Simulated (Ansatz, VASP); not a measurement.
# Cross-check of SbMo between VASP and Ansatz

Wanted: the spread between two codes on one cell, functional and k mesh. The cell is generated by rule, not measured, and may not be a known phase. The cell is taken from a series of runs on this material, whose earlier steps may have relaxed, scaled, displaced or heated it; both programs get it as it stands.

Program: Ansatz 0.2.0. Level of theory: plane waves, with VASP 6.6.1 beside it; single point at PBEsol. Results are calculated unless marked as measured.

The structure was built from a prototype and need not be the compound's stable phase.

## 1. Starting point

Symmetry: P-6m2, No. 187, hexagonal system. Conventional cell: a = 3.456 Å, b = 3.456 Å, c = 3.422 Å, α = 90.00°, β = 90.00°, γ = 120.00°. Nearest to Mo lie 6 Sb at 2.63 Å. Sb has 6 Mo at 2.63 Å nearest. Farther neighbours are not listed.

## 2. Ansatz: single point, PBEsol

Ansatz runs on norm-conserving files, of PseudoDojo where its log says so.

With cell and atoms fixed, the geometry can't cause a difference; cores, projectors, grids and the points listed under the comparison can.

input.yaml

```yaml
crystal:
  lattice:
    - [3.45619, 0.0, 0.0]
    - [-1.72809, 2.99315, 0.0]
    - [0.0, 0.0, 3.42187]
  atoms:
    - { symbol: Mo, position: [0.0, 0.0, 0.0] }
    - { symbol: Sb, position: [0.3333333333, 0.6666666667, 0.5] }
kpoints:
  mp_grid: { grid: [6, 6, 6] }
hamiltonian:
  xc: pbesol
  pseudopotentials: { kind: nc }
scf:
  occupations: { method: gaussian, width: 0.1 }
output:
  forces: true
  stress: true
  eigenvalues: true
```

Run with:

```sh
ansatz run input.yaml --threads 4 --pin off --max-ram 7168MiB --backend cpu --events-out ev --progress --plain --runs-dir out
```

Numbers of over 12 decimals in the logs are rounded to 6 here.

The program printed:

```text
Engine: ansatz 0.2.0, x86_64-unknown-linux-gnu
Pseudopotentials: kind: nc
Pseudopotential: Mo, nc, valence charge 14, recommended cutoff 1088.45545 eV (normal), Mo.nc.azcp (PseudoDojo's, or run here from an input of PseudoDojo's: the run reads no file of this project's for it)
Pseudopotential: Sb, nc, valence charge 15, recommended cutoff 1088.45545 eV (normal), Sb.nc.azcp (PseudoDojo's, or run here from an input of PseudoDojo's: the run reads no file of this project's for it)
Functional definition: PBEsol
  exchange = pbesol_x
  correlation = pbesol_c
Crystal: 2 atoms, lattice volume = 35.399 Å³
Basis set: ecut = 1088.45545 eV, 2911 PW (Γ), exchange–correlation on 80×80×80 points (8 copies of the dense FFT grid, shifted against one another)
Bands: 19, of which v1, the nominal top of the filled ones, is band 15 counted from 1 (14 counted from 0)
Symmetry: 12 space group operations
Space group: P-6m2 (ITA 187), of the structure as read, at distance tolerance 3.3e-5 Å
k-points: 28 of 216 (time reversal used)
Non-local potential: Mo, projectors of the file, l = 0: 2, l = 1: 2, l = 2: 2
Non-local potential: Sb, projectors of the file, l = 0: 2, l = 1: 2, l = 2: 2, l = 3: 2
Initial density: superposition of atomic densities (chi_scale 0.1, normalization cell, long waves kept (reshape's long-wave potential 0.00 eV rms))
Initial wavefunctions: pseudopotential atomic-orbital guess
Functional: x = pbesol(κ = 0.804, μ = 0.123457), c = pbesol(β = 0.046)
SCF iter   1: F=—  HF=-4382.019288 eV  |F-HF|=—  |Δ(HF+E_count)|=         —  Δρ=6.92e-2  dr2=2.02e0  ethr=3.10e-3  ⟨swp⟩=6.0  Hψ=2739  notcnv=0
preconditioner: auto → none  [metal: Δε(μ)=0.050 eV  Ē_g=8.423 eV  σ=0.100 eV  W_gap=0.27  n_scr=8 (ndim 8)  ℏωp=20.7 eV  f_vac=0.000  D(μ)=1.02/eV (n_scr^D=8)  sad-step TF]
SCF iter   2: F=—  HF=-4381.537590 eV  |F-HF|=—  |Δ(HF+E_count)|=   4.82e-1  Δρ=2.93e-2  dr2=2.54e-1  ethr=3.10e-3  ⟨swp⟩=3.1  Hψ=1069  notcnv=0  defer=7
SCF iter   3: F=—  HF=-4381.479661 eV  |F-HF|=—  |Δ(HF+E_count)|=   5.79e-2  Δρ=7.99e-3  dr2=2.43e-2  ethr=8.74e-4  ⟨swp⟩=2.6  Hψ=912  notcnv=0  defer=7
SCF iter   4: F=—  HF=-4381.475205 eV  |F-HF|=—  |Δ(HF+E_count)|=   4.46e-3  Δρ=1.88e-3  dr2=6.11e-4  ethr=8.39e-5  ⟨swp⟩=2.0  Hψ=671  notcnv=0  defer=7
SCF iter   5: F=—  HF=-4381.475165 eV  |F-HF|=—  |Δ(HF+E_count)|=   3.99e-5  Δρ=2.82e-4  dr2=1.39e-5  ethr=2.11e-6  ⟨swp⟩=2.0  Hψ=851  notcnv=0  defer=7
SCF iter   6: F=—  HF=-4381.475202 eV  |F-HF|=—  |Δ(HF+E_count)|=   3.70e-5  Δρ=7.07e-5  dr2=3.89e-7  ethr=4.78e-8  ⟨swp⟩=2.1  Hψ=948  notcnv=0  defer=7
SCF iter   7: F=-4381.475202 eV  HF=-4381.475202 eV  |F-HF|=1.26e-8  |Δ(HF+E_count)|=   9.17e-8  Δρ=1.04e-5  dr2=2.04e-8  ethr=3.45e-10  ⟨swp⟩=9.5  Hψ=3021  notcnv=0
SCF 1 converged in 7 iterations: F = -4381.475202 eV  dr2 = 2.04e-8
SCF converged after 7 iterations
Free energy (F): -4381.475202 eV
Harris-Foulkes:  -4381.475202 eV  (|F-HF|=1.26e-8)
Internal energy: -4381.471245 eV  (E = F + TS)
E sigma→0 (E₀):  -4381.473223 eV
Entropy (-TS):   -0.003957 eV (-1.979 meV/atom)
Fermi energy:    19.118509 eV
--- Per-component energies (eV) ---
  E_band       = -119.810944
  E_kinetic    = 2070.047375
  E_local      = -1935.757985  (includes V_loc(G=0)·N_el)
  E_nonlocal   = -1069.175979
  E_hartree    = 744.644160
  E_xc         = -895.324040
  E_vxc        = -674.211944  (∫ρ·V_xc dr)
  E_ewald      = -3295.904775
  E_smearing   = -0.003957  (= −TS)
  E_closure    = 0.000000  (closes the sum)
  Σ components = -4381.475202   (vs F -4381.475202, Δ=0.00e0)
--- Forces (eV/Å), atoms counted from 1 ---
  atom   1  Mo    -0.00000000     0.00000000     0.00000000
  atom   2  Sb    -0.00000000     0.00000000     0.00000000
  max |Σ_I F_I| component: 9.99e-16 eV/Å
--- Stress (GPa, compression-positive) ---
       15.008639      -0.000000       0.000000
       -0.000000      15.008639      -0.000000
        0.000000      -0.000000      23.830883
  P = ⅓ Tr σ = 17.9494 GPa (179.494 kbar)
--- Band table (eV; the first three rows and the last of 28) ---
  k-point 0: bands = [... 11 lower, 16.3696, 16.3696, 19.0320, 19.0320, 19.3055, 24.3125, 24.3125, 25.1458]
  k-point 1: bands = [... 11 lower, 16.5748, 16.5748, 18.5904, 18.5904, 18.8489, 24.5731, 24.5731, 25.4196]
  k-point 2: bands = [... 11 lower, 17.0066, 17.0066, 17.9749, 17.9749, 19.2981, 24.0279, 24.0279, 26.1896]
  k-point 27: bands = [... 11 lower, 13.9800, 16.1240, 17.6270, 20.0419, 22.1664, 22.5405, 22.7445, 23.4908]
```

Reading the cycles: dr2 is the Hartree energy of the density residual (eV), the measure of convergence; HF is the Harris–Foulkes estimate of the energy, which meets the free energy F at convergence.

The run ends at a pressure of 17.95 GPa.

## 3. VASP: single point, PBEsol

The same cell, functional, mesh and smearing now go to VASP, with its own data sets.

Lines of VASP's logs that name or quote its potential files are left out, and so is its time.

INCAR

```
SYSTEM = SbMo
PREC = Accurate
ENCUT = 500
EDIFF = 1E-06
NELM = 120
ISMEAR = 0
SIGMA = 0.1
LREAL = .FALSE.
ALGO = Normal
GGA = PS
NBANDS = 15
LASPH = .TRUE.
LORBIT = 11
LWAVE = .FALSE.
LCHARG = .FALSE.
ISIF = 2
GGA_COMPAT = .FALSE.
```

POSCAR

```
SbMo
1.0
    3.4561900000      0.0000000000      0.0000000000
   -1.7280900000      2.9931500000      0.0000000000
    0.0000000000      0.0000000000      3.4218700000
Mo Sb
1 1
Direct
    0.0000000000      0.0000000000      0.0000000000
    0.3333333333      0.6666666667      0.5000000000
```

KPOINTS

```
Automatic mesh
0
Gamma
6 6 6
0 0 0
```

PAW data sets: Mo_sv and Sb (PBE family, release 64).

Run with:

```sh
mpirun -np 1 vasp_std
```

The program printed:

```text
[banner, memory and clock lines left out]
running    1 mpi-ranks, on    1 nodes
 distrk:  each k-point on    1 cores,    1 groups
 distr:  one band on    1 cores,    1 groups

 POSCAR found type information on POSCAR MoSb
 POSCAR found :  2 types and       2 ions
|                                                                             |
|               ----> ADVICE to this user running VASP <----                  |
|                                                                             |
|     You enforced a specific xc type in the INCAR file but a different       |
|     [... a line on the potential file left out ...]
|     I HOPE YOU KNOW WHAT YOU ARE DOING!                                     |
|                                                                             |

 LDA part: xc-table for (Slater+PW92), standard interpolation
 POSCAR, INCAR and KPOINTS ok, starting setup
 FFT: planning ... GRIDC
 FFT: planning ... GRID_SOFT
 FFT: planning ... GRID
 WAVECAR not read
 entering main loop
       N       E                     dE             d eps       ncg     rms          rms(c)
DAV:   1     0.125623292384E+03    0.12562E+03   -0.90698E+03   840   0.113E+03
DAV:   2    -0.136334215265E+02   -0.13926E+03   -0.13607E+03  1113   0.315E+02
DAV:   3    -0.162159165562E+02   -0.25825E+01   -0.25745E+01   945   0.450E+01
DAV:   4    -0.162366699739E+02   -0.20753E-01   -0.20751E-01  1059   0.480E+00
DAV:   5    -0.162370576507E+02   -0.38768E-03   -0.38767E-03   938   0.588E-01    0.166E+01
DAV:   6    -0.157896844502E+02    0.44737E+00   -0.19875E+00   875   0.115E+01    0.472E+00
DAV:   7    -0.157483987534E+02    0.41286E-01   -0.94130E-02   861   0.260E+00    0.337E+00
DAV:   8    -0.157336420865E+02    0.14757E-01   -0.23357E-02  1008   0.118E+00    0.115E-01
DAV:   9    -0.157335534542E+02    0.88632E-04   -0.52955E-04   896   0.206E-01    0.598E-02
DAV:  10    -0.157335262483E+02    0.27206E-04   -0.69312E-05  1024   0.879E-02    0.164E-02
DAV:  11    -0.157335269640E+02   -0.71574E-06   -0.23987E-06   909   0.136E-02
   1 F= -.15733527E+02 E0= -.15731573E+02  d E =-.390804E-02
```

OUTCAR, selected parts (step 3):

```text
ion  position               nearest neighbor table
   1  0.000  0.000  0.000-   2 2.63   2 2.63   2 2.63   2 2.63   2 2.63   2 2.63
   2  0.333  0.667  0.500-   1 2.63   1 2.63   1 2.63   1 2.63   1 2.63   1 2.63

  LATTYP: Found a hexagonal cell.
 ALAT       =     3.4561900000
 C/A-ratio  =     0.9900699904

 Subroutine GETGRP returns: Found 12 space group operations
 (whereof 12 operations were pure point group operations)

The static configuration has the point symmetry D_3h.

 Found     28 irreducible k-points:

   k-points           NKPTS =     28   k-points in BZ     NKDIM =     28   number of bands    NBANDS=     15

   dimension x,y,z NGX =    28 NGY =   28 NGZ =   28
   dimension x,y,z NGXF=    56 NGYF=   56 NGZF=   56

   ENCUT  =  500.0 eV  36.75 Ry    6.06 a.u.   6.30  6.30  6.24*2*pi/ulx,y,z

   NELECT =      19.0000    total number of electrons

 k-points in reciprocal lattice and weights: Automatic mesh
   0.00000000  0.00000000  0.00000000       0.005
   0.16666667 -0.00000000  0.00000000       0.028
   0.33333333 -0.00000000  0.00000000       0.028
   0.50000000  0.00000000  0.00000000       0.014
   0.16666667  0.16666667  0.00000000       0.028
   0.33333333  0.16666667  0.00000000       0.056
   0.33333333  0.33333333  0.00000000       0.009
   0.00000000  0.00000000  0.16666667       0.009
   0.16666667 -0.00000000  0.16666667       0.056
[...]
0.33333333  0.16666667  0.50000000       0.056
   0.33333333  0.33333333  0.50000000       0.009

 average (electrostatic) potential at core
       1 -68.7829       2 -79.9835

 E-fermi :  12.4890

 k-point     1 :       0.0000    0.0000    0.0000
  band No.  band energies     occupation
    ...
      6       8.9875      2.00000
      7       9.7392      2.00000
      8       9.7392      2.00000
      9      12.3991      1.79608
     10      12.3992      1.79600
     11      12.6986      0.00303
     12      17.7027      0.00000
     13      17.7027      0.00000
     14      18.4885      0.00000
     15      20.5385      0.00000

 k-point     2 :       0.1667   -0.0000    0.0000
  band No.  band energies     occupation
    ...
      6       8.6032      2.00000
      7       9.4797      2.00000
      8      10.1247      2.00000
      9      10.7683      2.00000
     10      12.3461      1.95665
     11      14.8889      0.00000
     12      15.5718      0.00000
     13      16.4199      0.00000
     14      19.2756      0.00000
     15      21.0842      0.00000

 k-point     3 :       0.3333   -0.0000    0.0000
  band No.  band energies     occupation
    ...
      6       6.8652      2.00000
      7       9.5503      2.00000
      8       9.7093      2.00000
      9      11.1196      2.00000
     10      12.2438      1.99947
     11      14.0717      0.00000
     12      14.6532      0.00000
     13      17.1899      0.00000
     14      19.3266      0.00000
     15      21.2400      0.00000

  Total        3.3433943      3.3433980      5.3156731      0.0000056     -0.0000000      0.0000000
  in kB      151.3242674    151.3244352    240.5909290      0.0002528     -0.0000000      0.0000000
  external PRESSURE =     181.0798772 kB  Pullay stress =       0.0000000 kB

  energy-cutoff  :      500.00
  volume of cell :       35.40
      direct lattice vectors                 reciprocal lattice vectors
     3.456190000  0.000000000  0.000000000     0.289335945  0.167047610  0.000000000
    -1.728090000  2.993150000  0.000000000     0.000000000  0.334096186  0.000000000
     0.000000000  0.000000000  3.421870000     0.000000000  0.000000000  0.292237870

 POSITION                                       TOTAL-FORCE (eV/Angst)
 -----------------------------------------------------------------------------------
      0.00000      0.00000      0.00000         0.000000      0.000000      0.000000
      0.00000      1.99543      1.71094        -0.000000     -0.000000      0.000000
 -----------------------------------------------------------------------------------
    total drift:                               -0.000118      0.000039      0.000000

  FREE ENERGIE OF THE ION-ELECTRON SYSTEM (eV)
  ---------------------------------------------------
  free  energy   TOTEN  =       -15.7335269640 eV

  energy  without entropy=      -15.7296189271  energy(sigma->0) =      -15.73157295

 total charge
# of ion       s       p       d       tot
------------------------------------------
    1        2.252   6.152   4.273  12.677
    2        1.102   1.448   0.119   2.670
--------------------------------------------------
tot          3.355   7.601   4.391  15.347

[... 3 further parts left out ...]
```

The run ends at a pressure of 18.11 GPa.

## 4. Comparison

Known differences besides the potentials themselves: the data sets hold 29 valence electrons in Ansatz (on norm-conserving files, of PseudoDojo where its log says so) and 19 in VASP; the cutoff is 1088.46 eV in Ansatz and 500 eV in VASP. Total energies have different zeros and are not compared.

The two programs side by side:

| quantity | Ansatz | VASP | difference |
| --- | --- | --- | --- |
| pressure (GPa) | 17.95 | 18.11 | -0.16 |

## 5. What came out

| Quantity | Value |
| --- | --- |
| difference in pressure (single point, PBEsol) | -0.16 GPa |

**Reading.** The difference in pressure is -0.16 GPa (single point, PBEsol), within the 1 GPa picked in this series as the mark of a large difference. The data sets hold unlike numbers of valence electrons (29 in Ansatz and 19 in VASP), so part of the differences comes from the potentials. How closely two codes agree says nothing of how well the functional describes the real material.

[Lines on the potential files, build, host, timing and source positions are cut from VASP's logs without a mark.]

[Logs are printed without paths, hosts, clocks, repeated set-up lines and the standing remarks that a program may print on its own settings, such as how far it seeks lower states.]

[Hosts, paths, dates, database ids (printed as entryN), source tags and the programs' standing remarks are cut or masked in the printed files.]
